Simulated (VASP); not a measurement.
Input:

```xyz
4
Lattice="3.9897 0.0000 0.0000 0.0000 3.9897 0.0000 0.0000 0.0000 5.0319" Properties=species:S:1:pos:R:3 pbc="T T T"
Pb     1.9949     0.0000     3.8459
Pb     0.0000     1.9949     1.1860
O      1.9949     1.9949     0.0000
O      0.0000     0.0000     0.0000
```

Method: PBEsol GGA, VASP's PBE PAW potentials (set 64) (plane waves; VASP). Numerical set-up: 520 eV cut-off, 6×6×5 Γ-centred mesh, tetrahedra with Blöchl corrections, potentials Pb_d O.

The cores are frozen, which limits the accuracy of field gradients. Without a dispersion term in the relaxation, distances and binding between the weakly bound layers, chains or molecules are unreliable, and so is what depends on them.

Problem. Give the principal components of the electric field gradient (V/Å²) and the asymmetry η at each nucleus.

Solution. 
```
atom    Vxx    Vyy     Vzz     η
----  -----  -----  ------  ----
Pb1   111.7  111.7  -223.4  0.00
Pb2   111.7  111.7  -223.4  0.00
O3      1.4    1.4    -2.9  0.00
O4      1.4    1.4    -2.9  0.00
```

The compound is PbO in the litharge structure. It was relaxed first.
